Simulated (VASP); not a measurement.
The system is ZrAl3B3N.

```
Zr Al B N
1.0
     3.66483    0.00000    0.00000
     0.00000    3.66483    0.00000
     0.00000    0.00000    8.74853
Zr Al B N
1 3 3 1
Direct
  0.00000 0.00000 0.50000
  0.00000 0.00000 0.00000
  0.50000 0.50000 0.23376
  0.50000 0.50000 0.76624
  0.50000 0.00000 0.50000
  0.00000 0.50000 0.50000
  0.50000 0.50000 0.50000
  0.50000 0.50000 0.00000
```

The cell was built by a generator and needn't be a form met in nature.

* Program: VASP 6.6.1
* Task: relaxation of cell and atoms
* Functional: PBE
* Potentials or basis: VASP PAW PBE potentials, release 64 (Zr_sv, Al, B, N)
* Cutoff: 520 eV
* k mesh: 4 × 4 × 2
* Occupations: gaussian, width 0.15 eV
* Spin: no spin polarisation

At the start: pressure 12.2 GPa; volume 14.69 Å³/atom.

How do energy, volume and symmetry change on relaxing?

Over 14 steps the energy falls by 523.2 meV/atom and the volume is 17.40 Å³/atom (+18.4 %); space group P4/mmm (No. 123, to 0.05 Å).

The path:
```csv
step,energy change (eV),largest force (eV/Å),pressure (GPa),volume (Å³)
1,0.0000,2.1114,12.16,117.50
2,-2.9393,0.3131,-0.38,136.39
3,-3.3264,1.6324,-2.28,145.45
4,-3.8860,1.3480,-1.77,141.96
5,-0.4563,10.4242,16.70,129.64
6,-3.8845,2.3733,-0.32,140.67
7,-3.8679,0.6706,4.31,135.43
8,-4.1099,1.9187,0.81,138.78
9,-4.1237,1.1722,1.82,137.55
10,-4.1308,1.4358,1.48,137.94
11,-3.6000,5.0265,-1.18,140.31
12,-4.1723,0.0756,0.59,138.42
13,-4.1772,0.0548,-0.85,139.76
14,-4.1859,0.0076,-0.25,139.16
```

Final structure:
```
Zr Al B N
1.0
     4.35345    0.00000    0.00000
     0.00000    4.35345    0.00000
     0.00000    0.00000    7.34258
Zr Al B N
1 3 3 1
Direct
  0.00000 0.00000 0.50000
  0.00000 0.00000 0.00000
  0.50000 0.50000 0.23405
  0.50000 0.50000 0.76595
  0.50000 0.00000 0.50000
  0.00000 0.50000 0.50000
  0.50000 0.50000 0.50000
  0.50000 0.50000 0.00000
```

Caveat: the k mesh is coarse (spacing up to 0.43 Å⁻¹), so the values aren't converged; the volume moved by over 15 % at a fixed basis, so the end points are rough.
